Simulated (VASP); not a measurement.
Calculation: r2SCAN+rVV10, VASP's PBE PAW potentials (set 64) (plane waves; VASP 6.6.1).

The input files of a VASP run:

File KPOINTS_OPT:
```
k-points along high-symmetry lines
5
Line-mode
Reciprocal
  0.000000   0.000000   0.000000 ! GAMMA
  0.500000   0.500000   0.000000 ! Y

  0.500000   0.500000   0.000000 ! Y
  0.500000   0.500000   0.000000 ! C_0

  0.500000  -0.500000   0.000000 ! SIGMA_0
  0.000000   0.000000   0.000000 ! GAMMA

  0.000000   0.000000   0.000000 ! GAMMA
  0.000000   0.000000   0.500000 ! Z

  0.000000   0.000000   0.500000 ! Z
  0.500000  -0.500000   0.500000 ! A_0

  0.500000   0.500000   0.500000 ! E_0
  0.500000   0.500000   0.500000 ! T

  0.500000   0.500000   0.500000 ! T
  0.500000   0.500000   0.000000 ! Y

  0.000000   0.000000   0.000000 ! GAMMA
  0.500000   0.000000   0.000000 ! S

  0.500000   0.000000   0.000000 ! S
  0.500000   0.000000   0.500000 ! R

  0.500000   0.000000   0.500000 ! R
  0.000000   0.000000   0.500000 ! Z

  0.000000   0.000000   0.500000 ! Z
  0.500000   0.500000   0.500000 ! T
```

### KPOINTS
```
K-points
0
G
  6 6 9
0 0 0
```

### POSCAR
```
MnO2
1.0
  4.3762109205   0.0000000000   0.0000000000
  0.0000000000   4.3762109205   0.0000000000
  0.0000000000   0.0000000000   2.8640309005
Mn O
2 4
direct
  1.0000000000   0.0000000000   1.0000000000
  0.5000000000   0.5000000000   0.5000000000
  0.3046683626   0.3046683626   0.0000000000
  0.8046683626   0.1953316374   0.5000000000
  0.1953316374   0.8046683626   0.5000000000
  0.6953316374   0.6953316374   0.0000000000
```

INCAR:
```
SYSTEM=MnO2
PREC=Accurate; ENCUT=520; LREAL=F
LASPH=T
EDIFF=1E-7; NELM=100; ALGO=Normal
LMAXMIX=4; LMIXTAU=T
ISMEAR=-5
METAGGA=R2SCAN; LUSE_VDW=T; BPARAM=11.95
CPARAM=0.0093
MAGMOM=2.7 -2.7 -0.0 2*0.0 -0.0
ISPIN=2
ISIF=2
LWAVE=F; LCHARG=F; LORBIT=11
NEDOS=601
LEFG=T
```

POTCAR, in this order: Mn_pv O (PBE.64 set). Program: vasp_std.

Output of the run:

**OSZICAR**
```
       N       E                     dE             d eps       ncg     rms          rms(c)
DAV:   1     0.649235297126E+03    0.64924E+03   -0.29050E+04  6160   0.206E+03
DAV:   2    -0.722098360422E+01   -0.65646E+03   -0.62039E+03  6462   0.589E+02
DAV:   3    -0.902680379086E+02   -0.83047E+02   -0.81193E+02  7624   0.200E+02
DAV:   4    -0.934827186036E+02   -0.32147E+01   -0.31286E+01  6890   0.353E+01
DAV:   5    -0.935441603506E+02   -0.61442E-01   -0.61430E-01  6412   0.547E+00    0.463E+01
DAV:   6    -0.701555460254E+02    0.23389E+02   -0.15500E+02  7424   0.124E+02    0.399E+01
DAV:   7    -0.647757888353E+02    0.53798E+01   -0.71830E+01  7566   0.963E+01    0.190E+01
DAV:   8    -0.638250605662E+02    0.95073E+00   -0.54395E+00  6844   0.271E+01    0.757E+00
DAV:   9    -0.641395269181E+02   -0.31447E+00   -0.19858E+00  6942   0.139E+01    0.424E+00
DAV:  10    -0.641570562240E+02   -0.17529E-01   -0.29293E-01  6588   0.612E+00    0.143E+00
DAV:  11    -0.642274145273E+02   -0.70358E-01   -0.96643E-02  7274   0.293E+00    0.437E-01
DAV:  12    -0.642284555001E+02   -0.10410E-02   -0.72748E-03  6192   0.720E-01    0.194E-01
DAV:  13    -0.642289830040E+02   -0.52750E-03   -0.47585E-04  6848   0.266E-01    0.647E-02
DAV:  14    -0.642289048056E+02    0.78198E-04   -0.24966E-04  6628   0.123E-01    0.482E-02
DAV:  15    -0.642290270829E+02   -0.12228E-03   -0.59547E-05  6642   0.819E-02    0.148E-02
DAV:  16    -0.642290226820E+02    0.44009E-05   -0.82149E-06  6456   0.241E-02    0.619E-03
DAV:  17    -0.642290219079E+02    0.77417E-06   -0.10540E-06  6594   0.819E-03    0.273E-03
DAV:  18    -0.642290225797E+02   -0.67179E-06   -0.71962E-08  3048   0.296E-03    0.140E-03
DAV:  19    -0.642290233052E+02   -0.72557E-06   -0.49750E-08  3030   0.271E-03    0.489E-04
DAV:  20    -0.642290232003E+02    0.10491E-06   -0.17024E-08  3030   0.109E-03    0.306E-04
DAV:  21    -0.642290233025E+02   -0.10214E-06   -0.36570E-09  3030   0.580E-04    0.178E-04
DAV:  22    -0.642290233159E+02   -0.13421E-07   -0.13254E-09  3006   0.383E-04
   1 F= -.64229023E+02 E0= -.64229023E+02  d E =0.000000E+00  mag=    -0.0000
       N       E                     dE             ncg
       N       E                     dE             ncg
```

### OUTCAR
```
------------------------ aborting loop because EDIFF is reached ----------------------------------------
  FORCE on cell =-STRESS in cart. coord.  units (eV):
  Direction    XX          YY          ZZ          XY          YZ          ZX
  --------------------------------------------------------------------------------------
  Total       -0.0591320     -0.0591320     -0.0977447      0.0000000      0.0000000      0.0000000
  in kB       -1.7272637     -1.7272637     -2.8551536      0.0000000      0.0000000      0.0000000
  external PRESSURE =      -2.1032270 kB  Pullay stress =       0.0000000 kB
  volume of cell :       54.85
      direct lattice vectors                 reciprocal lattice vectors
     4.376210921  0.000000000  0.000000000     0.228508182  0.000000000  0.000000000
     0.000000000  4.376210921  0.000000000     0.000000000  0.228508182  0.000000000
     0.000000000  0.000000000  2.864030900     0.000000000  0.000000000  0.349158244
 POSITION                                       TOTAL-FORCE (eV/Angst)
 -----------------------------------------------------------------------------------
      0.00000      0.00000      0.00000         0.000000      0.000000     -0.000000
      2.18811      2.18811      1.43202         0.000000      0.000000     -0.000000
      1.33329      1.33329      0.00000        -0.011695     -0.011695     -0.000000
      3.52140      0.85481      1.43202        -0.011695      0.011695      0.000000
      0.85481      3.52140      1.43202         0.011695     -0.011695     -0.000000
      3.04292      3.04292      0.00000         0.011695      0.011695      0.000000
 -----------------------------------------------------------------------------------
    total drift:                                0.000000      0.000000      0.000000
  FREE ENERGIE OF THE ION-ELECTRON SYSTEM (eV)
  ---------------------------------------------------
  free  energy   TOTEN  =       -64.2290233159 eV

  energy  without entropy=      -64.2290233159  energy(sigma->0) =      -64.22902332

 total charge

# of ion       s       p       d       tot
------------------------------------------
    1        0.387   6.478   4.846  11.711
    2        0.387   6.478   4.846  11.711
    3        1.573   3.500   0.000   5.074
    4        1.573   3.500   0.000   5.074
    5        1.573   3.500   0.000   5.074
    6        1.573   3.500   0.000   5.074
--------------------------------------------------
tot          7.067  26.958   9.691  43.716

 magnetization (x)

# of ion       s       p       d       tot
------------------------------------------
    1        0.011   0.022   2.664   2.697
    2       -0.011  -0.022  -2.664  -2.697
    3       -0.002  -0.042   0.000  -0.043
    4        0.002   0.042   0.000   0.043
    5        0.002   0.042   0.000   0.043
    6       -0.002  -0.042   0.000  -0.043
--------------------------------------------------
tot          0.000   0.000   0.000   0.000

 Electric field gradients after diagonalization (V/A^2)
 (convention: |V_zz| > |V_xx| > |V_yy|)
----------------------------------------------------------------------
 ion       V_xx      V_yy      V_zz     asymmetry (V_yy - V_xx)/ V_zz
----------------------------------------------------------------------
   1      -9.513    -3.105    12.618       0.508
   2      -9.513    -3.105    12.618       0.508
   3      69.224    35.916  -105.139       0.317
   4      69.224    35.916  -105.139       0.317
   5      69.224    35.916  -105.139       0.317
   6      69.224    35.916  -105.139       0.317
```
(Selected blocks of OUTCAR.)

The compound is MnO2 in the rutile structure. It was relaxed first.
